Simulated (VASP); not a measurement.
# ZnGaP (P-6m2) in VASP: settings compared

Aim: see how the results for ZnGaP move with the level of theory and the settings. Levels: PBEsol, PBEsol+D3, PBEsol+D3(BJ), PBEsol+D4. Tasks: relaxation of cell and atoms.

Program: VASP 6.6.1. These are calculated values, not measurements. Logs are shortened: lines on timing, memory, paths and dates and some standing lists are left out, and cuts for length are marked.

### Step 1. The structure

The structure is hexagonal, space group P-6m2 (No. 187). The conventional cell has a = 4.016 Å, b = 4.016 Å, c = 4.404 Å, α = 90.00°, β = 90.00°, γ = 120.00°. Zn (site symmetry -6m2) has 3 P at 2.32 Å as nearest neighbours. Around Ga (site symmetry -6m2) lie 6 Zn at 3.20 Å and 6 P at 3.20 Å. Around P (site symmetry -6m2) lie 3 Zn at 2.32 Å.

The cell was built by a generator and needn't be a form met in nature.

### Step 2. Relaxation of cell and atoms, PBEsol

File INCAR:

```
SYSTEM = ZnGaP
PREC = Accurate
ENCUT = 600
EDIFF = 1E-6
ISMEAR = -1
SIGMA = 0.05
LREAL = .FALSE.
LASPH = .TRUE.
NELM = 100
ALGO = Fast
ISIF = 3
LWAVE = .FALSE.
LCHARG = .FALSE.
GGA = PS
IBRION = 2
NSW = 60
EDIFFG = -0.01
```

File KPOINTS:

```
regular mesh
0
G
  8 8 6
  0 0 0
```

File POSCAR:

```
ZnGaP
1.0
    4.0159400000      0.0000000000      0.0000000000
   -2.0079700000      3.4779100000      0.0000000000
    0.0000000000      0.0000000000      4.4042000000
Zn Ga P
1 1 1
Direct
    0.0000000000      0.0000000000      0.5000000000
    0.6666700000      0.3333300000      0.0000000000
    0.3333300000      0.6666700000      0.5000000000
```

Potentials or basis: VASP PAW PBE potentials, release 64 (Zn, Ga_d, P).

On the command line:

```
$ cat potpaw_PBE.64/Zn/POTCAR potpaw_PBE.64/Ga_d/POTCAR potpaw_PBE.64/P/POTCAR > POTCAR
$ mpirun -np 1 vasp_std > vasp.out
```

OUTCAR:

```text
SYSTEM = ZnGaP
   PREC = Accurate
   ENCUT = 600
   EDIFF = 1E-6
   ISMEAR = -1
   LREAL = .FALSE.
   LASPH = .TRUE.
   NELM = 100
   ISIF = 3
   GGA = PS
   IBRION = 2
   NSW = 60
   EDIFFG = -0.01

 ion  position               nearest neighbor table
   1  0.000  0.000  0.500-   3 2.32   3 2.32   3 2.32
   2  0.667  0.333  0.000-
   3  0.333  0.667  0.500-   1 2.32   1 2.32   1 2.32

  LATTYP: Found a hexagonal cell.
 ALAT       =     4.0159400000
 C/A-ratio  =     1.0966797313

  Lattice vectors:

 A1 = (   4.0159400000,   0.0000000000,   0.0000000000)
 A2 = (  -2.0079700000,   3.4779100000,   0.0000000000)
 A3 = (   0.0000000000,   0.0000000000,   4.4042000000)

Analysis of symmetry for initial positions (statically):
=====================================================================
 Subroutine PRICEL returns:
 Original cell was already a primitive cell.

 Routine SETGRP: Setting up the symmetry group for a
 hexagonal supercell.

 Subroutine GETGRP returns: Found  4 space group operations
 (whereof  4 operations were pure point group operations)
 out of a pool of 24 trial point group operations.

The static configuration has the point symmetry C_2v.

Analysis of symmetry for dynamics (positions and initial velocities):
=====================================================================
 Subroutine PRICEL returns:
 Original cell was already a primitive cell.

 Routine SETGRP: Setting up the symmetry group for a
 hexagonal supercell.

 Subroutine GETGRP returns: Found  4 space group operations
 (whereof  4 operations were pure point group operations)
 out of a pool of 24 trial point group operations.

The dynamic configuration has the point symmetry C_2v.

 Subroutine INISYM returns: Found  4 space group operations
 (whereof  4 operations are pure point group operations),
 and found     1 'primitive' translations

----------------------------------------------------------------------------------------

                                     Primitive cell

  volume of cell :      61.5138

  direct lattice vectors                    reciprocal lattice vectors
     4.015940000  0.000000000  0.000000000     0.249007704  0.143764502  0.000000000
    -2.007970000  3.477910000  0.000000000     0.000000000  0.287529004  0.000000000
     0.000000000  0.000000000  4.404200000     0.000000000  0.000000000  0.227055992

  length of vectors
     4.015940000  4.015943412  4.404200000     0.287529249  0.287529004  0.227055992

  position of ions in fractional coordinates (direct lattice)
     0.000000000  0.000000000  0.500000000
     0.666670000  0.333330000  0.000000000
     0.333330000  0.666670000  0.500000000

  ion indices of the primitive-cell ions
   primitive index   ion index
                 1           1
                 2           2
                 3           3

----------------------------------------------------------------------------------------

 KPOINTS: regular mesh

Automatic generation of k-mesh.
 Grid dimensions read from file:
 generate k-points for:    8    8    6

 Generating k-lattice:

  Cartesian coordinates                     Fractional coordinates (reciprocal lattice)
     0.031125963  0.017970563  0.000000000     0.125000000  0.000000000  0.000000000
     0.000000000  0.035941126  0.000000000     0.000000000  0.125000000  0.000000000
     0.000000000  0.000000000  0.037842665     0.000000000  0.000000000  0.166666667

  Length of vectors
     0.035941156  0.035941126  0.037842665

  Shift w.r.t. Gamma in fractional coordinates (k-lattice)
     0.000000000  0.000000000  0.000000000

 Subroutine IBZKPT returns following result:
 ===========================================

 Found     84 irreducible k-points:

 Following reciprocal coordinates:
            Coordinates               Weight
  0.000000  0.000000  0.000000      1.000000
  0.125000  0.000000  0.000000      4.000000
 -0.125000  0.125000  0.000000      2.000000
  0.250000  0.000000  0.000000      4.000000
 -0.250000  0.250000  0.000000      2.000000
  0.375000  0.000000  0.000000      4.000000
[... 16 lines left out ...]
  0.125000  0.000000  0.166667      8.000000
 -0.125000  0.125000  0.166667      4.000000
 [... further k-points ...]
   k-points           NKPTS =     84   k-points in BZ     NKDIM =     84   number of bands    NBANDS=     19
   number of dos      NEDOS =    301   number of ions     NIONS =      3
   total plane-waves  NPLWV =  36864
   dimension x,y,z NGX =    32 NGY =   32 NGZ =   36
   dimension x,y,z NGXF=    64 NGYF=   64 NGZF=   72
   ions per type =               1   1   1
   NGX,Y,Z   is equivalent  to a cutoff of  13.25, 13.25, 13.59 a.u.
   NGXF,Y,Z  is equivalent  to a cutoff of  26.49, 26.49, 27.18 a.u.
 SYSTEM =  ZnGaP
   PREC   = accura    normal or accurate (medium, high low for compatibility)
   ISTART =      0    job   : 0-new  1-cont  2-samecut
   ICHARG =      2    charge: 1-file 2-atom 10-const
   ISPIN  =      1    spin polarized calculation?
   LNONCOLLINEAR =      F non collinear calculations
   LSORBIT =      F    spin-orbit coupling
   LASPH  =      T    aspherical Exc in radial PAW
   ENCUT  =  600.0 eV  44.10 Ry    6.64 a.u.   8.02  8.02  8.80*2*pi/ulx,y,z
   NELM   =    100;   NELMIN=  2; NELMDL= -5     # of ELM steps
   EDIFF  = 0.1E-05   stopping-criterion for ELM
   LREAL  =      F    real-space projection
   EDIFFG = -.1E-01   stopping-criterion for IOM
   NSW    =     60    number of steps for IOM
   IBRION =      2    ionic relax: 0-MD 1-quasi-New 2-CG
   NFREE  =      1    steps in history (QN), initial steepest desc. (CG)
   ISIF   =      3    stress and relaxation
   ISYM   =      2    0-nonsym 1-usesym 2-fastsym
   POTIM  = 0.5000    time-step for ionic-motion
   TEBEG  =    0.0;   TEEND  =   0.0 temperature during run
   PSTRESS=    0.0 pullay stress
   NELECT =      30.0000    total number of electrons
   NUPDOWN=      -1.0000    fix difference up-down
   EMIN   =  10.00;   EMAX   =-10.00  energy-range for DOS
   EFERMI =   0.00;   METHOD = LEGACY
   ISMEAR =    -1;   SIGMA  =   0.05  broadening in eV -4-tet -1-fermi 0-gaus
   EFERMI_NEDOS =   21; number of points for ismear=-14 and -15
   IALGO  =     68    algorithm
   IMIX   =      4    mixing-type and parameters
     AMIX     =   0.40;   BMIX     =  1.00
     AMIX_MAG =   1.60;   BMIX_MAG =  1.00
  volume/ion in A,a.u.               =      20.50       138.37
  Fermi-wavevector in a.u.,A,eV,Ry     =   1.288619  2.435136 22.592989  1.660538
  Thomas-Fermi vector in A             =   2.420561
   LORBIT       =      0    0 simple, 1 ext, 2 COOP (PROOUT), +10 PAW based schemes
   GGA     = PS    functional components
   LHFCALC =     F    Hartree Fock is set to
   AEXX    =    0.0000 exact exchange contribution
   IVDW    =     0    specifies the selected vdW correction
   LEPSILON=     F    determine dielectric tensor
   LRPA    =     F    only Hartree local field effects (RPA)
 conjugate gradient relaxation of ions
 non-spin polarized calculation
 RMM-DIIS sequential band-by-band and
  energy-cutoff  :      600.00
  volume of cell :       61.51
 maximum number of plane-waves:      2070
   NGX = 17   NGY = 17   NGZ = 17

--------------------------------------- Ionic step        1  -------------------------------------------

 number of electron      29.9999995 magnetization

 Free energy of the ion-electron system (eV)
  ---------------------------------------------------
  ext. energy  EPLUGINS =         0.00000000
  ---------------------------------------------------
  free energy    TOTEN  =       -10.40013730 eV

  energy without entropy =      -10.39549986  energy(sigma->0) =      -10.39781858

------------------------ aborting loop because EDIFF is reached ----------------------------------------

  FORCE on cell =-STRESS in cart. coord.  units (eV):
  Direction    XX          YY          ZZ          XY          YZ          ZX
  --------------------------------------------------------------------------------------
  -------------------------------------------------------------------------------------
  Total       -1.2148374     -1.2151214     -1.0267846     -0.0002435      0.0000000      0.0000000
  in kB      -31.6414341    -31.6488292    -26.7434446     -0.0063423      0.0000000      0.0000000
  external PRESSURE =     -30.0112360 kB  Pullay stress =       0.0000000 kB
[... 281 lines left out ...]
  energy  without entropy=      -10.4389966562  energy(sigma->0) =      -10.44102449

--------------------------------------- Ionic step        9  -------------------------------------------

 number of electron      29.9999989 magnetization

 Free energy of the ion-electron system (eV)
  ---------------------------------------------------
  ext. energy  EPLUGINS =         0.00000000
  ---------------------------------------------------
  free energy    TOTEN  =       -10.44311420 eV

  energy without entropy =      -10.43915390  energy(sigma->0) =      -10.44113405

 E-fermi :   4.2377     XC(G=0): -10.5013

 val. band max:        4.1887834050   @ k =   0.2500   0.2500   0.3333
 cond. band min:       4.3249658597   @ k =   0.0000   0.0000   0.3333
 fundamental gap:      0.1361824547
 Fermi energy:         4.2377461954

 k-point     1 :       0.0000    0.0000    0.0000
  band No.  band energies     occupation
      1     -10.4117      2.00000
      2     -10.3848      2.00000
      3     -10.3848      2.00000
      4     -10.3811      2.00000
      5     -10.3811      2.00000
      6      -8.0830      2.00000
[... 11 lines left out ...]
     18       6.5044      0.00000
     19       9.7940      0.00000
[... 489 lines left out ...]
      3     -10.3872      2.00000
      4     -10.3818      2.00000
      5     -10.3774      2.00000
      6      -7.8065      2.00000
[... 11 lines left out ...]
     18       7.6834      0.00000
     19       8.7769      0.00000

 [... further k-points ...]

------------------------ aborting loop because EDIFF is reached ----------------------------------------

  FORCE on cell =-STRESS in cart. coord.  units (eV):
  Direction    XX          YY          ZZ          XY          YZ          ZX
  --------------------------------------------------------------------------------------
  -------------------------------------------------------------------------------------
  Total        0.0197662      0.0197176     -0.0114661     -0.0000422      0.0000000      0.0000000
  in kB        0.5540181      0.5526542     -0.3213783     -0.0011823      0.0000000      0.0000000
  external PRESSURE =       0.2617647 kB  Pullay stress =       0.0000000 kB
[... 18 lines left out ...]
  FREE ENERGIE OF THE ION-ELECTRON SYSTEM (eV)
  ---------------------------------------------------
  free  energy   TOTEN  =       -10.4431141992 eV

  energy  without entropy=      -10.4391538983  energy(sigma->0) =      -10.44113405

 reached required accuracy - stopping structural energy minimisation
```

Wall time 3.8 min (1 thread of Intel Xeon 6975P-C (Granite Rapids), shared host); peak memory 0.29 GiB.

Results:

```
Free energy                            : -10.4431 eV
Relaxed volume                         : 19.05 Å³/atom
Relaxed cell                           : a = 3.959 Å, b = 3.959 Å, c = 4.211 Å, α = 90.00°, β = 90.00°, γ = 120.00°
Space group after relaxing (to 0.05 Å) : P-6m2 (No. 187)
Energy gained by relaxing              : 14.3 meV/atom
Ionic steps                            : 9
Pressure after relaxing                : 0.0 GPa
Band gap on the k mesh                 : none (metal or under the smearing width)
```

The path:
```csv
step,energy change (eV),largest force (eV/Å),pressure (GPa),volume (Å³)
1,0.0000,0.0002,-3.00,61.51
2,-0.0333,0.0001,-0.01,58.16
3,-0.0333,0.0001,-0.10,58.22
4,-0.0391,0.0000,-0.05,57.78
5,-0.0428,0.0001,0.15,56.92
6,-0.0429,0.0001,0.19,57.02
7,-0.0429,0.0001,0.17,57.07
8,-0.0429,0.0001,-0.10,57.30
9,-0.0430,0.0000,0.03,57.16
```

Final structure:
```xyz
3
Lattice="3.9593 0.0000 0.0000 -1.9796 3.4288 0.0000 0.0000 0.0000 4.2107" Properties=species:S:1:pos:R:3 pbc="T T T"
Zn    3.9593    0.0000    2.1053
Ga    1.9796    1.1429    0.0000
P     0.0000    2.2859    2.1053
```

Levels at points of the mesh, in eV from the Fermi level:
```tsv
k point	band 12	band 13	band 14	band 15	band 16	band 17	band 18	band 19
(0.00, 0.00, 0.00)	-3.69	-3.03	-0.75	-0.75	2.14	2.27	2.27	5.56
(0.50, 0.00, 0.00)	-6.90	-2.93	-2.41	-0.80	1.58	1.63	2.69	5.07
(0.50, 0.50, 0.00)	-6.90	-2.93	-2.41	-0.80	1.58	1.63	2.69	5.07
(0.00, 0.00, 0.50)	-7.24	-0.53	-0.53	1.04	1.82	4.16	4.16	4.32
(0.50, 0.00, 0.50)	-5.87	-4.70	-3.59	-2.28	0.97	1.99	2.48	7.43
(0.50, 0.50, 0.50)	-5.87	-4.70	-3.59	-2.28	0.97	1.99	2.48	7.43
```

Caveat: the PAW data sets were made with another functional, which shifts forces and pressure a little.

### Step 3. Relaxation of cell and atoms, PBEsol+D3

INCAR, as its differences from that of step 2:

```diff
@@ -14,2 +14,3 @@
 GGA = PS
+IVDW = 11
 IBRION = 2
```

KPOINTS is that of step 2.

POSCAR is that of step 2.

Potentials or basis: VASP PAW PBE potentials, release 64 (Zn, Ga_d, P).

On the command line:

```
$ cat potpaw_PBE.64/Zn/POTCAR potpaw_PBE.64/Ga_d/POTCAR potpaw_PBE.64/P/POTCAR > POTCAR
$ mpirun -np 1 vasp_std > vasp.out
```

It took 3.6 min on 1 thread of Intel Xeon 6975P-C (Granite Rapids), shared host; peak memory 0.3 GiB.

Results (log left out):

```yaml
Free_energy: -11.0467 eV
Relaxed_volume: 18.60 Å³/atom
Relaxed_cell: a = 3.938 Å, b = 3.938 Å, c = 4.155 Å, α = 90.00°, β = 90.00°, γ = 120.00°
Space_group_after_relaxing_to_0.05_Å: P-6m2 (No. 187)
Energy_gained_by_relaxing: 24.1 meV/atom
Ionic_steps: 8
Pressure_after_relaxing: 0.0 GPa
Band_gap_on_the_k_mesh: none (metal or under the smearing width)
Dispersion_energy_per_atom: -0.203 eV
```

Stress tensor (GPa, compression positive):
```
 0.06  0.00  0.00
 0.00  0.06  0.00
 0.00  0.00 -0.03
```

Step by step:
| step | energy change (eV) | largest force (eV/Å) | pressure (GPa) | volume (Å³) |
| --- | --- | --- | --- | --- |
| 1 | 0.0000 | 0.0002 | -3.43 | 61.51 |
| 2 | -0.0533 | 0.0001 | -0.55 | 57.68 |
| 3 | -0.0536 | 0.0001 | -0.30 | 57.45 |
| 4 | -0.0642 | 0.0000 | -0.03 | 56.66 |
| 5 | -0.0711 | 0.0002 | 0.62 | 55.41 |
| 6 | -0.0717 | 0.0002 | -0.42 | 56.10 |
| 7 | -0.0723 | 0.0000 | -0.06 | 55.81 |
| 8 | -0.0723 | 0.0000 | 0.03 | 55.80 |

Final structure:
```cif
data_structure
_symmetry_space_group_name_H-M 'P 1'
_symmetry_Int_Tables_number 1
_cell_length_a 3.9381
_cell_length_b 3.9381
_cell_length_c 4.1549
_cell_angle_alpha 90.000
_cell_angle_beta 90.000
_cell_angle_gamma 120.001
_cell_volume 55.80
loop_
_atom_site_label
_atom_site_type_symbol
_atom_site_fract_x
_atom_site_fract_y
_atom_site_fract_z
_atom_site_occupancy
Zn1 Zn 0.00000 0.00000 0.50000 1
Ga1 Ga 0.66667 0.33333 0.00000 1
P1 P 0.33333 0.66667 0.50000 1
```

Levels at points of the mesh, in eV from the Fermi level:
```tsv
k point	band 11	band 12	band 13	band 14	band 15	band 16	band 17	band 18	band 19
(0.00, 0.00, 0.00)	-7.46	-3.59	-3.05	-0.77	-0.77	2.19	2.21	2.21	5.56
(0.50, 0.00, 0.00)	-7.48	-6.97	-3.01	-2.35	-0.78	1.66	1.68	2.72	5.19
(0.50, 0.50, 0.00)	-7.48	-6.97	-3.01	-2.35	-0.78	1.66	1.68	2.72	5.19
(0.00, 0.00, 0.50)	-7.49	-7.28	-0.53	-0.53	1.11	1.94	4.18	4.18	4.31
(0.50, 0.00, 0.50)	-7.31	-5.93	-4.71	-3.70	-2.33	0.97	2.01	2.46	7.62
(0.50, 0.50, 0.50)	-7.31	-5.93	-4.71	-3.70	-2.33	0.97	2.01	2.46	7.62
```

Caveat: the PAW data sets were made with another functional, which shifts forces and pressure a little; pairwise dispersion overbinds metals, which lowers pressure and volume.

### Step 4. Relaxation of cell and atoms, PBEsol+D3(BJ)

INCAR, as its differences from that of step 3:

```diff
@@ -14,3 +14,3 @@
 GGA = PS
-IVDW = 11
+IVDW = 12
 IBRION = 2
```

KPOINTS is that of step 3.

POSCAR is that of step 3.

On the command line:

```
$ cat potpaw_PBE.64/Zn/POTCAR potpaw_PBE.64/Ga_d/POTCAR potpaw_PBE.64/P/POTCAR > POTCAR
$ mpirun -np 1 vasp_std > vasp.out
```

Wall time 4.5 min (1 thread of Intel Xeon 6975P-C (Granite Rapids), shared host); peak memory 0.3 GiB.

Results (log left out):

| Item | Value |
| --- | --- |
| Free energy | -11.3440 eV |
| Relaxed volume | 18.06 Å³/atom |
| Relaxed cell | a = 3.930 Å, b = 3.930 Å, c = 4.050 Å, α = 90.00°, β = 90.00°, γ = 120.00° |
| Space group after relaxing (to 0.05 Å) | P-6m2 (No. 187) |
| Energy gained by relaxing | 43.1 meV/atom |
| Ionic steps | 10 |
| Pressure after relaxing | 0.0 GPa |
| Band gap on the k mesh | none (metal or under the smearing width) |
| Dispersion energy per atom | -0.309 eV |

Stress tensor (GPa, compression positive):
```
 0.04  0.00  0.00
 0.00  0.04  0.00
 0.00  0.00 -0.06
```

The path:
```csv
step,energy change (eV),largest force (eV/Å),pressure (GPa),volume (Å³)
1,0.0000,0.0002,-4.46,61.51
2,-0.0930,0.0001,-0.77,56.58
3,-0.0938,0.0001,-0.26,56.17
4,-0.1157,0.0000,0.23,55.09
5,-0.1257,0.0001,0.85,53.97
6,-0.1263,0.0002,1.04,53.63
7,-0.1277,0.0001,-0.73,54.70
8,-0.1293,0.0000,-0.05,54.23
9,-0.1293,0.0000,-0.11,54.24
10,-0.1293,0.0000,0.01,54.18
```

Final structure:
```
Zn Ga P
1.0
     3.93026   -0.00002    0.00000
    -1.96515    3.40370    0.00000
     0.00000    0.00000    4.05019
Zn Ga P
1 1 1
Cartesian
  3.9303 0.0000 2.0251
  1.9651 1.1345 0.0000
  0.0000 2.2691 2.0251
```

Levels at points of the mesh, in eV from the Fermi level:
```tsv
k point	band 11	band 12	band 13	band 14	band 15	band 16	band 17	band 18	band 19
(0.00, 0.00, 0.00)	-7.54	-3.43	-2.99	-0.88	-0.87	2.02	2.02	2.18	5.42
(0.50, 0.00, 0.00)	-7.56	-7.10	-3.18	-2.30	-0.72	1.79	1.90	2.78	5.36
(0.50, 0.50, 0.00)	-7.56	-7.10	-3.18	-2.30	-0.72	1.79	1.90	2.78	5.36
(0.00, 0.00, 0.50)	-7.57	-7.34	-0.59	-0.59	1.10	2.06	4.11	4.11	4.23
(0.50, 0.00, 0.50)	-7.40	-6.01	-4.75	-3.86	-2.41	0.89	1.97	2.39	7.82
(0.50, 0.50, 0.50)	-7.40	-6.01	-4.75	-3.86	-2.41	0.89	1.97	2.39	7.82
```

Caveat: the PAW data sets were made with another functional, which shifts forces and pressure a little; pairwise dispersion overbinds metals, which lowers pressure and volume.

[end of part 1 of 2]
